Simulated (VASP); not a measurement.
Here is the system:

```yaml
crystal:
  lattice:
    - [0.00000, 2.29879, 2.33692]
    - [2.37258, 0.00000, 2.33692]
    - [2.37258, 2.29879, 0.00000]
  atoms:
    - { symbol: Zr, position: [0.00000, 0.00000, 0.00000] }
    - { symbol: C, position: [0.48029, 0.51971, 0.51971] }
```

The numbers are results of PBE GGA, VASP's PBE PAW potentials (set 64) (plane waves; VASP), not measurements. Run with 520 eV cut-off, KSPACING 0.25 per Å, first-order Methfessel-Paxton smearing of 0.10 eV, potentials Zr_sv C.

Problem. Give the force on each atom (eV/Å).

Solution. 
```csv
atom,Fx,Fy,Fz
Zr1,0.521,0.000,0.000
C2,-0.521,0.000,0.000
```

Problem. Give the stress tensor in GPa (positive for a compressed cell).

Solution. 
```
 2.16   0.00   0.00
 0.00  12.34   0.00
 0.00   0.00   5.47
```
The pressure is its mean diagonal, 6.66 GPa.

The compound is ZrC in the rock salt structure. The cell was not relaxed at this level, atoms are displaced from their ideal sites. The run is one of a series of settings (KGAMMA = .TRUE., KSPACING = 0.25, KPOINTS file removed against the base run), some of them coarse on purpose.
